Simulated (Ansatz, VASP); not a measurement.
# One calculation of Al2Te, two programs

File INCAR:

```
SYSTEM = Al2Te
ALGO = Normal
EDIFF = 1E-7
EDIFFG = -0.005
ENCUT = 600
GGA = PE
IBRION = 2
ISIF = 3
ISMEAR = 0
LASPH = .True.
LCHARG = .False.
LREAL = .False.
LWAVE = .False.
NELM = 100
NSW = 100
PREC = Accurate
SIGMA = 0.1
```

Contents of KPOINTS:

```
k-points
0
Gamma
  10 10 10
  0 0 0
```

The input POSCAR:

```
Al2Te
1.0
    0.0000000000      3.4637408085      3.4637408085
    3.4637408085      0.0000000000      3.4637408085
    3.4637408085      3.4637408085      0.0000000000
Al Te
2 1
Direct
    0.2500000000      0.2500000000      0.2500000000
    0.7500000000      0.7500000000      0.7500000000
    0.0000000000      0.0000000000      0.0000000000
```

Input for Ansatz:

```yaml
crystal:
  lattice:
    - [0.0, 3.4637408085, 3.4637408085]
    - [3.4637408085, 0.0, 3.4637408085]
    - [3.4637408085, 3.4637408085, 0.0]
  atoms:
    - { symbol: Al, position: [0.25, 0.25, 0.25] }
    - { symbol: Al, position: [0.75, 0.75, 0.75] }
    - { symbol: Te, position: [0.0, 0.0, 0.0] }
basis:
  ecutwfc: 420
kpoints:
  mp_grid: { grid: [10, 10, 10] }
hamiltonian:
  xc: pbe
scf:
  occupations: { method: gaussian, width: 0.1 }
output:
  forces: true
  stress: true
  eigenvalues: true
relax:
  adjacent_minimum: "off"
  f_tol: 0.005
  max_steps: 80
  cell: { stress_tol: 0.05 }
```

The cell comes from a database or a generator and needn't be the stable form of this composition.

Alike in both runs: task relaxation of cell and atoms; functional PBE; k mesh 10 × 10 × 10; occupations gaussian, width 0.1 eV; no spin polarisation.

```csv
,VASP,Ansatz
version,VASP 6.6.1,Ansatz 0.2.0
potentials or method,"VASP PAW PBE potentials, release 64 (Al, Te)","scalar-relativistic, plane waves, PAW"
plane-wave cutoff (eV),600,420
valence electrons in the cell,12,22
```

```csv
,VASP,Ansatz,Ansatz less VASP
"gap on the k mesh at the Fermi level, each at its own relaxed structure (eV)",none,none,-
relaxed volume (Å³/atom),28.63,28.58,-0.052
relaxed cell length with the largest relative difference (Å),4.952,4.949,-0.0030
energy change over the relaxation (meV/atom),-2,-2,0.0
```

A gap of «none» marks a metal or a gap that the smearing closes. The two sets of potentials don't hold the same shells in valence.

The runs have no spin-orbit coupling, so splittings on Te are missing.
